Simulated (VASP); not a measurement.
VASP runs on InSb (zinc blende) share one base input (PBE GGA, plane waves, VASP's PBE PAW potentials (set 64)) and change the settings named in each case.

POSCAR:
```
InSb
1
    0.0000000000     3.2400000000     3.2400000000
    3.2400000000     0.0000000000     3.2400000000
    3.2400000000     3.2400000000     0.0000000000
In Sb
1 1
Direct
  0.0000000000   0.0000000000   0.0000000000
  0.2500000000   0.2500000000   0.2500000000
```

**INCAR**
```
ALGO = Normal
SIGMA = 0.05   ! width (eV)
LCHARG = .False.
SYSTEM = InSb
LREAL = .False.   ! projection in real space or not
LWAVE = .False.
PREC = Accurate
ENCUT = 400   ! plane-wave cut-off (eV)
ISMEAR = 0
GGA = PE
EDIFF = 1E-6
NELM = 100   ! most electronic steps
LMAXMIX = 4   ! l cut-off of mixed one-centre charges
LASPH = .True.   ! aspherical one-centre terms
ISIF = 2
```

### KPOINTS
```
Regular mesh
0
gamma
6 6 6
0 0 0
```

POTCAR, in this order: In_d Sb (PBE.64 set). Program: vasp_std.

```
change                                electronic steps
------------------------------------  ----------------
base run                                            12
AMIX = 1.0, BMIX = 0.0001, IMIX = 4                 14
AMIX = 0.2, BMIX = 1.0, IMIX = 1                    38
AMIX = 1.0, BMIX = 1.0, IMIX = 1                    51
AMIX = 0.05, BMIX = 0.0001, IMIX = 4                16
AMIX = 1.0, BMIX = 1.0, IMIX = 4                    14
```
 Unless said otherwise, spin-orbit coupling is left out, though it shifts the bands of the heavy elements here.

Left out are runs that ran out of time, are held back, or changed the cell or the kind of run, fixed moments of cells without a moment, rows past the twelfth, gaps on odd meshes, pressures of charged cells and columns that move by less than the noise.

The compound is InSb in the zinc blende structure. The cell was not relaxed at this level.
